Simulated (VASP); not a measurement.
Method: PBEsol GGA, VASP's PBE PAW potentials (set 64) (plane waves; VASP).

Input for VASP

### KPOINTS
```
k-points along high-symmetry lines
12
Line-mode
Reciprocal
  0.000000   0.000000   0.000000 ! GAMMA
  0.000000   0.000000  -0.500000 ! T

  0.000000   0.000000  -0.500000 ! T
 -0.328125   0.328125  -0.500000 ! H_2

 -0.343750   0.328125  -0.187500 ! H_0
  0.000000   0.500000   0.500000 ! L

  0.000000   0.500000   0.500000 ! L
  0.000000   0.000000   0.000000 ! GAMMA

  0.000000   0.000000   0.000000 ! GAMMA
 -0.335938   0.335938   0.000000 ! S_0

 -0.335937   0.328125  -0.343750 ! S_2
 -0.500000   0.000000  -1.000000 ! F

 -0.500000   0.000000  -1.000000 ! F
  0.000000   0.000000   0.000000 ! GAMMA
```

### POSCAR
```
HgZn3Te4
1
    0.0000000000     3.0859888674     3.0859888674
    3.0859888674     0.0000000000     3.0859888674
   12.3679162375    12.3679162375    -0.0239607680
Zn Te Hg
3 4 1
Direct
  0.9886984555   0.9886984555   0.0084761584
  0.9994179859   0.9994179859   0.2504365105
  0.0089715585   0.0089715585   0.4932713311
  0.2447183181   0.2447183181   0.0664612614
  0.2544487488   0.2544487488   0.3091634384
  0.2652417431   0.2652417431   0.5510686927
  0.2326492857   0.2326492857   0.8255130357
  0.0058539043   0.0058539043   0.7456095718
```

INCAR:
```
ALGO = Normal
EDIFF = 1E-7
ENCUT = 400
GGA = PS
ICHARG = 11
ISMEAR = 0
LASPH = .TRUE.
LCHARG = .FALSE.
LMAXMIX = 6
LORBIT = 11
LREAL = .FALSE.
LWAVE = .FALSE.
NELM = 100
PREC = Accurate
SIGMA = 0.05
SYSTEM = HgZn3Te4
```

POTCAR, in this order: Zn Te Hg (PBE.64 set). Program: vasp_std. Read from the step before: CHGCAR.

The resulting files:

File OUTCAR:
```
 ion  position               nearest neighbor table
   1  0.989  0.989  0.008-   7 2.62   4 2.65   4 2.65   4 2.65
   2  0.999  0.999  0.250-   4 2.63   5 2.66   5 2.66   5 2.66
   3  0.009  0.009  0.493-   5 2.63   6 2.65   6 2.65   6 2.65
   4  0.245  0.245  0.066-   2 2.63   1 2.65   1 2.65   1 2.65
   5  0.254  0.254  0.309-   3 2.63   2 2.66   2 2.66   2 2.66
   6  0.265  0.265  0.551-   3 2.65   3 2.65   3 2.65   8 2.78
   7  0.233  0.233  0.826-   1 2.62   8 2.77   8 2.77   8 2.77
   8  0.006  0.006  0.746-   7 2.77   7 2.77   7 2.77   6 2.78
  LATTYP: Found a trigonal (rhomboedric) cell.
 ALAT       =    14.5154402392
 COS(alpha) =     0.9548010563
 Subroutine PRICEL returns:
 Original cell was already a primitive cell.
 Subroutine GETGRP returns: Found  6 space group operations
The static configuration has the point symmetry C_3v.
The dynamic configuration has the point symmetry C_3v.
 Subroutine INISYM returns: Found  6 space group operations
   k-points           NKPTS =     84   k-points in BZ     NKDIM =     84   number of bands    NBANDS=     43
   number of dos      NEDOS =    301   number of ions     NIONS =      8
   total plane-waves  NPLWV =  94080
   dimension x,y,z NGX =    28 NGY =   28 NGZ =  120
   dimension x,y,z NGXF=    56 NGYF=   56 NGZF=  240
   ions per type =               3   4   1
   PREC   = accura    normal or accurate (medium, high low for compatibility)
...
```

**OSZICAR**
```
       N       E                     dE             d eps       ncg     rms          rms(c)
DAV:   1     0.467537471814E+03    0.46754E+03   -0.27547E+04  7224   0.142E+03
DAV:   2     0.302356781343E+02   -0.43730E+03   -0.42641E+03  7479   0.346E+02
DAV:   3    -0.156181980720E+02   -0.45854E+02   -0.44679E+02  8412   0.115E+02
DAV:   4    -0.170438981515E+02   -0.14257E+01   -0.14200E+01  8281   0.189E+01
DAV:   5    -0.170784951187E+02   -0.34597E-01   -0.34584E-01  9119   0.263E+00
DAV:   6    -0.170790136253E+02   -0.51851E-03   -0.51837E-03  8231   0.348E-01
DAV:   7    -0.170790340988E+02   -0.20474E-04   -0.20472E-04  9481   0.619E-02
DAV:   8    -0.170790348511E+02   -0.75233E-06   -0.75240E-06  7820   0.107E-02
DAV:   9    -0.170790348909E+02   -0.39832E-07   -0.39767E-07  6919   0.227E-03
   1 F= -.17079035E+02 E0= -.17079035E+02  d E =-.116655E-07
```

### OUTCAR
```
 val. band max:        3.3916636048   @ k =   0.0000   0.0000   0.0000

 cond. band min:       3.7513384727   @ k =   0.0000   0.0000   0.0000



 k-point     1 :       0.0000    0.0000    0.0000
  band No.  band energies     occupation
      1      -8.8057      2.00000
      2      -8.4705      2.00000
      3      -8.3800      2.00000
      4      -7.9622      2.00000
      5      -3.9567      2.00000
      6      -3.9438      2.00000
      7      -3.9438      2.00000
      8      -3.9070      2.00000
      9      -3.9070      2.00000
     10      -3.8876      2.00000
     11      -3.8876      2.00000
     12      -3.8823      2.00000
     13      -3.8691      2.00000
     14      -3.8386      2.00000
     15      -3.8386      2.00000
     16      -3.7221      2.00000
     17      -3.7221      2.00000
     18      -3.7030      2.00000
     19      -3.7030      2.00000
     20      -3.6810      2.00000
     21      -3.6810      2.00000
     22      -3.4637      2.00000
     23      -3.4033      2.00000
     24      -3.4033      2.00000
     25      -2.2756      2.00000
     26      -0.3086      2.00000
     27       0.0246      2.00000
     28       2.0313      2.00000
     29       2.0314      2.00000
     30       2.3673      2.00000
     31       2.3674      2.00000
     32       2.6341      2.00000
     33       2.6342      2.00000
     34       3.0463      2.00000
     35       3.3916      2.00000
     36       3.3917      2.00000
     37       3.7513      0.00000
     38       4.5367      0.00000
     39       4.7782      0.00000
     40       5.0918      0.00000
     41       7.3500      0.00000
     42       7.3501      0.00000
     43       7.4310      0.00000

 k-point     2 :       0.0000    0.0000   -0.0455
  band No.  band energies     occupation
      1      -8.8049      2.00000
      2      -8.4784      2.00000
      3      -8.3717      2.00000
      4      -7.9634      2.00000
      5      -3.9567      2.00000
      6      -3.9437      2.00000
...
```

The density is held fixed in this step, so its total energy and stress have no physical meaning. Unless said otherwise, spin-orbit coupling is left out, though it shifts the bands of the heavy elements here.

The structure was generated: HgZn3Te4 was put into an ordered model structure (R3m), which need not be its known phase. It was relaxed first.
